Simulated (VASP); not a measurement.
Given:

```
HfV3N4
1.0
    4.21058     0.00000     0.00000
    0.00000     4.21058     0.00000
    0.00000     0.00000     4.21058
V N Hf
3 4 1
Cartesian
  0.00000   0.00000   0.00000
  2.10529   2.10529   0.00000
  2.10529   0.00000   2.10529
  2.10529   2.10529   2.10529
  0.00000   0.00000   2.10529
  0.00000   2.10529   0.00000
  2.10529   0.00000   0.00000
  0.00000   2.10529   2.10529
```

Calculation: PBEsol GGA, VASP's PBE PAW potentials (set 64) (plane waves; VASP). Numerical set-up: 520 eV cut-off, Gaussian smearing of 0.050 eV, potentials V_sv N Hf_pv.

Task: Give the energies of bands 27 to 40 at the high-symmetry points, in eV from the Fermi level.

Result: 
```
band      Γ      X      M      R
----  -----  -----  -----  -----
27    -3.69  -5.47  -5.57  -5.83
28    -3.69  -3.62  -5.51  -5.83
29    -3.04  -3.62  -5.51  -5.83
30    -3.04  -3.35  -5.51  -5.83
31    -3.04  -3.35  -4.59  -5.83
32    -2.22  -2.65  -0.13   0.56
33    -2.22  -2.53  -0.09   0.56
34    -2.22  -0.02   0.35   0.56
35    -1.24   0.11   0.35   0.70
36    -1.24   0.11   0.67   0.70
37    -1.24   0.40   0.67   1.02
38    -0.26   0.40   0.89   1.02
39    -0.26   0.66   0.91   1.02
40     0.52   0.87   0.94   1.39
```

It has no gap at this level: it comes out as a metal or semimetal.

The structure was generated: HfV3N4 was put into an ordered model structure (Pm-3m), which need not be its known phase. It was relaxed first. The run is not spin-polarised, so no magnetic state was tried. The electron count is odd and the run is not spin-polarised, which forces a metal.
